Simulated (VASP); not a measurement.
Computed with SCAN meta-GGA, VASP's PBE PAW potentials (set 64) (plane waves; VASP).

VASP input:

**INCAR**
```
ISMEAR = 0   # Gaussian
NSW = 60   # most ionic steps
LASPH = .True.   # aspherical one-centre terms
METAGGA = SCAN
LCHARG = .False.
LREAL = .False.   # projection in real space or not
LWAVE = .False.
PREC = Accurate
SIGMA = 0.05
SYSTEM = CdSe
LMIXTAU = .True.
NELM = 100   # most electronic steps
EDIFF = 1E-6
ALGO = Normal
ISIF = 3   # ions, shape and volume
LMAXMIX = 4
ENCUT = 520   # plane-wave cut-off (eV)
IBRION = 2   # conjugate gradients
EDIFFG = -0.01   # ionic stop
```

### KPOINTS
```
Automatic mesh
0
Gamma
7 7 7
0 0 0
```

### POSCAR
```
CdSe
1.0
  0.0000000000   3.0614826506   3.0614826506
  3.0614826506   0.0000000000   3.0614826506
  3.0614826506   3.0614826506   0.0000000000
Cd Se
1 1
Cartesian
  0.0000000000   0.0000000000   0.0000000000
  1.5307413253   1.5307413253   1.5307413253
```

POTCAR, in this order: Cd Se (PBE.64 set). Program: vasp_std.

Output

### OSZICAR
```
       N       E                     dE             d eps       ncg     rms          rms(c)
DAV:   1     0.640041113927E+02    0.64004E+02   -0.90683E+03   528   0.126E+03
DAV:   2    -0.518733053060E+02   -0.11588E+03   -0.11091E+03   575   0.301E+02
DAV:   3    -0.568931323470E+02   -0.50198E+01   -0.50032E+01   620   0.652E+01
DAV:   4    -0.569185046408E+02   -0.25372E-01   -0.25369E-01   550   0.470E+00
DAV:   5    -0.569186556729E+02   -0.15103E-03   -0.15103E-03   620   0.328E-01    0.567E+00
DAV:   6    -0.517581600946E+02    0.51605E+01   -0.52781E+00   520   0.383E+01    0.817E+00
DAV:   7    -0.518610266672E+02   -0.10287E+00   -0.52244E-01   520   0.105E+01    0.430E+00
DAV:   8    -0.517850642365E+02    0.75962E-01   -0.22208E-01   520   0.516E+00    0.999E-01
DAV:   9    -0.518765948134E+02   -0.91531E-01   -0.13197E-01   520   0.456E+00    0.511E-01
DAV:  10    -0.518743471185E+02    0.22477E-02   -0.16150E-02   535   0.172E+00    0.212E-01
DAV:  11    -0.518774380844E+02   -0.30910E-02   -0.86490E-03   525   0.128E+00    0.107E-01
DAV:  12    -0.518775842463E+02   -0.14616E-03   -0.41319E-03   520   0.100E+00    0.403E-02
DAV:  13    -0.518785558173E+02   -0.97157E-03   -0.13255E-03   530   0.561E-01    0.336E-02
DAV:  14    -0.518788554176E+02   -0.29960E-03   -0.18179E-04   530   0.167E-01    0.110E-02
DAV:  15    -0.518789050455E+02   -0.49628E-04   -0.14394E-04   540   0.164E-01    0.827E-03
DAV:  16    -0.518789262045E+02   -0.21159E-04   -0.34659E-05   520   0.766E-02    0.364E-03
DAV:  17    -0.518789243857E+02    0.18189E-05   -0.15074E-06   485   0.175E-02    0.329E-03
DAV:  18    -0.518789282923E+02   -0.39066E-05   -0.24458E-06   514   0.195E-02    0.666E-04
DAV:  19    -0.518789279890E+02    0.30329E-06   -0.30362E-07   360   0.760E-03
   1 F= -.51878928E+02 E0= -.51878928E+02  d E =-.518789E+02
```

### OUTCAR
```
------------------------ aborting loop because EDIFF is reached ----------------------------------------
  FORCE on cell =-STRESS in cart. coord.  units (eV):
  Direction    XX          YY          ZZ          XY          YZ          ZX
  --------------------------------------------------------------------------------------
  Total       -0.0049029     -0.0049029     -0.0049029      0.0000000     -0.0000000      0.0000000
  in kB       -0.1368800     -0.1368800     -0.1368800      0.0000000     -0.0000000      0.0000000
  external PRESSURE =      -0.1368800 kB  Pullay stress =       0.0000000 kB
  volume of cell :       57.39
      direct lattice vectors                 reciprocal lattice vectors
     0.000000000  3.061482651  3.061482651    -0.163319560  0.163319560  0.163319560
     3.061482651  0.000000000  3.061482651     0.163319560 -0.163319560  0.163319560
     3.061482651  3.061482651  0.000000000     0.163319560  0.163319560 -0.163319560
  FREE ENERGIE OF THE ION-ELECTRON SYSTEM (eV)
  ---------------------------------------------------
  free  energy   TOTEN  =       -51.8789279890 eV

  energy  without entropy=      -51.8789279890  energy(sigma->0) =      -51.87892799

 reached required accuracy - stopping structural energy minimisation
```
(Selected blocks of OUTCAR.)

The compound is CdSe in the zinc blende structure, whereas wurtzite is the usual form. It was relaxed first. The start is the result of an earlier pass.
